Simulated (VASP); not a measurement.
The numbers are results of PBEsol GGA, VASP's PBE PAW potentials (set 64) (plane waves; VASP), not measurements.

VASP input:

POSCAR:
```
B
1
    0.0000000000     1.4282242558     1.4282242558
    1.4282242558     0.0000000000     1.4282242558
    1.4282242558     1.4282242558     0.0000000000
B
1
Direct
  0.0000000000   0.0000000000   0.0000000000
```

**INCAR**
```
LASPH = .True.   # aspherical one-centre terms
ENCUT = 520
ISIF = 2
PREC = Accurate
LCHARG = .True.
SYSTEM = B
ALGO = Normal
GGA = PS
NELM = 100
LORBIT = 11   # lm-projected
LREAL = .False.
ISMEAR = -5
EDIFF = 1E-7   # SCF stop (eV)
LWAVE = .False.
NEDOS = 601
```

### KPOINTS
```
Automatic mesh
0
Gamma
24 24 24
0 0 0
```

POTCAR, in this order: B (PBE.64 set). Program: vasp_std.

What VASP printed:

File OUTCAR:
```
 ion  position               nearest neighbor table
   1  0.000  0.000  0.000-
  LATTYP: Found a face centered cubic cell.
 ALAT       =     2.8564485116
 Subroutine PRICEL returns:
 Original cell was already a primitive cell.
 Subroutine GETGRP returns: Found 48 space group operations
The static configuration has the point symmetry O_h .
The dynamic configuration has the point symmetry O_h .
 Subroutine INISYM returns: Found 48 space group operations
 Subroutine IBZKPT returns following result:
 Found    413 irreducible k-points:

 Following reciprocal coordinates:
            Coordinates               Weight
  0.000000  0.000000  0.000000      1.000000
  0.041667  0.000000  0.000000      8.000000
  0.083333  0.000000  0.000000      8.000000
  0.125000  0.000000  0.000000      8.000000
  0.166667  0.000000  0.000000      8.000000
  0.208333  0.000000  0.000000      8.000000
  0.250000  0.000000  0.000000      8.000000
  0.291667  0.000000  0.000000      8.000000
  0.333333  0.000000  0.000000      8.000000
  0.375000  0.000000  0.000000      8.000000
  0.416667  0.000000  0.000000      8.000000
  0.458333  0.000000  0.000000      8.000000
  0.500000  0.000000  0.000000      4.000000
  0.041667  0.041667  0.000000      6.000000
  0.083333  0.041667  0.000000     24.000000
  0.125000  0.041667  0.000000     24.000000
  0.166667  0.041667  0.000000     24.000000
  0.208333  0.041667  0.000000     24.000000
  0.250000  0.041667  0.000000     24.000000
  0.291667  0.041667  0.000000     24.000000
  0.333333  0.041667  0.000000     24.000000
  0.375000  0.041667  0.000000     24.000000
  0.416667  0.041667  0.000000     24.000000
  0.458333  0.041667  0.000000     24.000000
  0.500000  0.041667  0.000000     24.000000
 -0.458333  0.041667  0.000000     24.000000
 -0.416667  0.041667  0.000000     24.000000
 -0.375000  0.041667  0.000000     24.000000
 -0.333333  0.041667  0.000000     24.000000
 -0.291667  0.041667  0.000000     24.000000
 -0.250000  0.041667  0.000000     24.000000
 -0.208333  0.041667  0.000000     24.000000
 -0.166667  0.041667  0.000000     24.000000
 -0.125000  0.041667  0.000000     24.000000
 -0.083333  0.041667  0.000000     24.000000
 -0.041667  0.041667  0.000000     12.000000
  0.083333  0.083333  0.000000      6.000000
  0.125000  0.083333  0.000000     24.000000
  0.166667  0.083333  0.000000     24.000000
  0.208333  0.083333  0.000000     24.000000
   k-points           NKPTS =    413   k-points in BZ     NKDIM =    413   number of bands    NBANDS=      5
   number of dos      NEDOS =    601   number of ions     NIONS =      1
   total plane-waves  NPLWV =   4096
   dimension x,y,z NGX =    16 NGY =   16 NGZ =   16
   dimension x,y,z NGXF=    32 NGYF=   32 NGZF=   32
   ions per type =               1
   PREC   = accura    normal or accurate (medium, high low for compatibility)
   ISTART =      0    job   : 0-new  1-cont  2-samecut
   ICHARG =      2    charge: 1-file 2-atom 10-const
   ISPIN  =      1    spin polarized calculation?
   LNONCOLLINEAR =      F non collinear calculations
   LSORBIT =      F    spin-orbit coupling
   INIWAV =      1    electr: 0-lowe 1-rand  2-diag
   ENCUT  =  520.0 eV  38.22 Ry    6.18 a.u.   3.76  3.76  3.76*2*pi/ulx,y,z
   NELM   =    100;   NELMIN=  2; NELMDL= -5     # of ELM steps
   EDIFF  = 0.1E-06   stopping-criterion for ELM
   LREAL  =      F    real-space projection
   NLSPLINE    = F    spline interpolate recip. space projectors
   LMAXMIX     =    2 max onsite mixed and CHGCAR
   VOSKOWN=      0    Vosko Wilk Nusair interpolation
...
```

**OSZICAR**
```
       N       E                     dE             d eps       ncg     rms          rms(c)
DAV:   1    -0.206736026578E+01   -0.20674E+01   -0.15742E+03  4415   0.481E+02
DAV:   2    -0.575102064784E+01   -0.36837E+01   -0.35916E+01  5360   0.615E+01
DAV:   3    -0.576351449384E+01   -0.12494E-01   -0.12498E-01  4815   0.386E+00
DAV:   4    -0.576351577422E+01   -0.12804E-05   -0.12828E-05  5830   0.372E-02
DAV:   5    -0.576351577404E+01    0.18420E-09   -0.50782E-10  4835   0.178E-04    0.180E+00
DAV:   6    -0.575851358657E+01    0.50022E-02   -0.22668E-04  5185   0.189E-01    0.107E+00
DAV:   7    -0.575577846776E+01    0.27351E-02   -0.54487E-04  5005   0.311E-01    0.335E-02
DAV:   8    -0.575577856273E+01   -0.94967E-07   -0.88686E-07  5010   0.112E-02
   1 F= -.57557786E+01 E0= -.57557786E+01  d E =0.000000E+00
```

OUTCAR:
```
------------------------ aborting loop because EDIFF is reached ----------------------------------------
  FORCE on cell =-STRESS in cart. coord.  units (eV):
  Direction    XX          YY          ZZ          XY          YZ          ZX
  --------------------------------------------------------------------------------------
  Total        0.0033898      0.0033898      0.0033898     -0.0000000      0.0000000     -0.0000000
  in kB        0.9320953      0.9320953      0.9320953     -0.0000000      0.0000000     -0.0000000
  external PRESSURE =       0.9320953 kB  Pullay stress =       0.0000000 kB
  volume of cell :        5.83
      direct lattice vectors                 reciprocal lattice vectors
     0.000000000  1.428224256  1.428224256    -0.350085078  0.350085078  0.350085078
     1.428224256  0.000000000  1.428224256     0.350085078 -0.350085078  0.350085078
     1.428224256  1.428224256  0.000000000     0.350085078  0.350085078 -0.350085078
 POSITION                                       TOTAL-FORCE (eV/Angst)
 -----------------------------------------------------------------------------------
      0.00000      0.00000      0.00000         0.000000      0.000000     -0.000000
 -----------------------------------------------------------------------------------
    total drift:                               -0.000000     -0.000000     -0.000000
  FREE ENERGIE OF THE ION-ELECTRON SYSTEM (eV)
  ---------------------------------------------------
  free  energy   TOTEN  =        -5.7557785627 eV

  energy  without entropy=       -5.7557785627  energy(sigma->0) =       -5.75577856

 total charge

# of ion       s       p       d       tot
------------------------------------------
    1        0.652   1.140   0.000   1.792
```
(Selected blocks of OUTCAR.)

### OUTCAR
```
 val. band max:       10.7049712100   @ k =  -0.3333   0.5000   0.1667

 cond. band min:      10.6943355747   @ k =   0.5000   0.4583   0.0000


 Fermi energy:        10.6935805690

 k-point     1 :       0.0000    0.0000    0.0000
  band No.  band energies     occupation
      1      -8.6327      2.00000
      2      26.8419      0.00000
      3      26.8419      0.00000
      4      26.8419      0.00000
      5      43.3707      0.00000

 k-point     2 :       0.0417    0.0000    0.0000
  band No.  band energies     occupation
      1      -8.5565      2.00000
      2      26.4604      0.00000
      3      26.7614      0.00000
      4      26.7614      0.00000
      5      42.3908      0.00000

 k-point     3 :       0.0833    0.0000    0.0000
  band No.  band energies     occupation
      1      -8.3281      2.00000
      2      25.3463      0.00000
      3      26.5356      0.00000
      4      26.5356      0.00000
      5      41.1240      0.00000

 k-point     4 :       0.1250    0.0000    0.0000
  band No.  band energies     occupation
      1      -7.9475      2.00000
      2      23.6149      0.00000
      3      26.2040      0.00000
      4      26.2040      0.00000
      5      40.3868      0.00000

 k-point     5 :       0.1667    0.0000    0.0000
  band No.  band energies     occupation
      1      -7.4152      2.00000
      2      21.4574      0.00000
      3      25.8139      0.00000
      4      25.8139      0.00000
      5      40.1896      0.00000

 k-point     6 :       0.2083    0.0000    0.0000
  band No.  band energies     occupation
      1      -6.7320      2.00000
      2      19.0681      0.00000
      3      25.4089      0.00000
      4      25.4089      0.00000
      5      40.4109      0.00000

 k-point     7 :       0.2500    0.0000    0.0000
  band No.  band energies     occupation
      1      -5.8999      2.00000
      2      16.5935      0.00000
      3      25.0217      0.00000
...
```

For a metal the tetrahedron method with Blöchl corrections gives inexact stress and forces.

The structure was generated: B was put into the fcc type (Fm-3m), which need not be its known phase. It was relaxed first.
